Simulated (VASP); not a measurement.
Method: MS2 meta-GGA, VASP's PBE PAW potentials (set 64) (plane waves; VASP 6.6.1).

The input files of a VASP run:

File KPOINTS:
```
Regular mesh
0
G
10 10 10
0 0 0
```

**INCAR**
```
SYSTEM = NaF
PREC = Accurate; ENCUT = 520; LREAL = .FALSE.
LASPH = .TRUE.
EDIFF = 1E-7; NELM = 100; ALGO = Normal
LMIXTAU = .TRUE.
ISMEAR = 0; SIGMA = 0.05
METAGGA = MS2
ISIF = 2
LWAVE = .FALSE.; LCHARG = .FALSE.
```

File POSCAR:
```
NaF
1
    0.0000000000     2.3344241785     2.3344241785
    2.3344241785     0.0000000000     2.3344241785
    2.3344241785     2.3344241785     0.0000000000
Na F
1 1
Direct
  0.0000000000   0.0000000000   0.0000000000
  0.5000000000   0.5000000000   0.5000000000
```

POTCAR, in this order: Na_pv F (PBE.64 set). Program: vasp_std.

Output

### OSZICAR
```
       N       E                     dE             d eps       ncg     rms          rms(c)
DAV:   1     0.972961483050E+02    0.97296E+02   -0.80723E+03  1086   0.151E+03
DAV:   2    -0.117748957683E+02   -0.10907E+03   -0.10143E+03  1125   0.361E+02
DAV:   3    -0.174157385140E+02   -0.56408E+01   -0.56272E+01  1178   0.821E+01
DAV:   4    -0.174631079450E+02   -0.47369E-01   -0.47362E-01  1178   0.847E+00
DAV:   5    -0.174636171700E+02   -0.50922E-03   -0.50922E-03  1163   0.902E-01    0.531E+00
DAV:   6    -0.145529983242E+02    0.29106E+01   -0.22039E+00  1034   0.189E+01    0.155E+00
DAV:   7    -0.173287333485E+02   -0.27757E+01   -0.64182E+00  1034   0.286E+01    0.408E+00
DAV:   8    -0.189508598490E+02   -0.16221E+01   -0.10465E-01  1118   0.417E+00    0.477E+00
DAV:   9    -0.150524408905E+02    0.38984E+01   -0.65171E+00  1070   0.314E+01    0.370E+00
DAV:  10    -0.142677959992E+02    0.78464E+00   -0.83613E-01  1034   0.112E+01    0.171E+00
DAV:  11    -0.142696654807E+02   -0.18695E-02   -0.35458E-02  1034   0.277E+00    0.173E+00
DAV:  12    -0.143329632469E+02   -0.63298E-01   -0.44602E-02  1034   0.292E+00    0.131E+00
DAV:  13    -0.142569152266E+02    0.76048E-01   -0.78511E-02  1034   0.309E+00    0.500E-01
DAV:  14    -0.142910920163E+02   -0.34177E-01   -0.54681E-03  1040   0.107E+00    0.522E-01
DAV:  15    -0.143075995966E+02   -0.16508E-01   -0.23671E-02  1034   0.210E+00    0.165E-01
DAV:  16    -0.143081044996E+02   -0.50490E-03   -0.32317E-03  1127   0.636E-01    0.286E-02
DAV:  17    -0.143084291505E+02   -0.32465E-03   -0.32037E-04  1043   0.273E-01    0.296E-02
DAV:  18    -0.143084584628E+02   -0.29312E-04   -0.11372E-04  1049   0.131E-01    0.403E-02
DAV:  19    -0.143084924901E+02   -0.34027E-04   -0.52213E-05  1046   0.863E-02    0.215E-02
DAV:  20    -0.143084784183E+02    0.14072E-04   -0.30285E-05  1145   0.695E-02    0.404E-03
DAV:  21    -0.143084860114E+02   -0.75931E-05   -0.55923E-06  1067   0.299E-02    0.671E-03
DAV:  22    -0.143084867888E+02   -0.77737E-06   -0.68136E-07  1115   0.921E-03    0.367E-03
DAV:  23    -0.143084889109E+02   -0.21221E-05   -0.10859E-06  1049   0.115E-02    0.702E-04
DAV:  24    -0.143084880671E+02    0.84375E-06   -0.54716E-08  1055   0.317E-03    0.379E-04
DAV:  25    -0.143084879215E+02    0.14566E-06   -0.19075E-08  1049   0.200E-03    0.231E-04
DAV:  26    -0.143084875961E+02    0.32534E-06   -0.91186E-09   544   0.154E-03    0.556E-05
DAV:  27    -0.143084875647E+02    0.31430E-07   -0.18842E-09   538   0.583E-04
   1 F= -.14308488E+02 E0= -.14308488E+02  d E =-.982181E-13
```

OUTCAR:
```
------------------------ aborting loop because EDIFF is reached ----------------------------------------
  FORCE on cell =-STRESS in cart. coord.  units (eV):
  Direction    XX          YY          ZZ          XY          YZ          ZX
  --------------------------------------------------------------------------------------
  Total       -0.3911267     -0.3911267     -0.3911267     -0.0000000     -0.0000000      0.0000000
  in kB      -24.6296806    -24.6296806    -24.6296806     -0.0000000     -0.0000000      0.0000000
  external PRESSURE =     -24.6296806 kB  Pullay stress =       0.0000000 kB
  volume of cell :       25.44
      direct lattice vectors                 reciprocal lattice vectors
     0.000000000  2.334424178  2.334424178    -0.214185581  0.214185581  0.214185581
     2.334424178  0.000000000  2.334424178     0.214185581 -0.214185581  0.214185581
     2.334424178  2.334424178  0.000000000     0.214185581  0.214185581 -0.214185581
  FREE ENERGIE OF THE ION-ELECTRON SYSTEM (eV)
  ---------------------------------------------------
  free  energy   TOTEN  =       -14.3084875647 eV

  energy  without entropy=      -14.3084875647  energy(sigma->0) =      -14.30848756
```
(Selected blocks of OUTCAR.)

The compound is NaF in the rock salt structure. This cell is one point of a volume scan, at 1.06 of the reference volume.
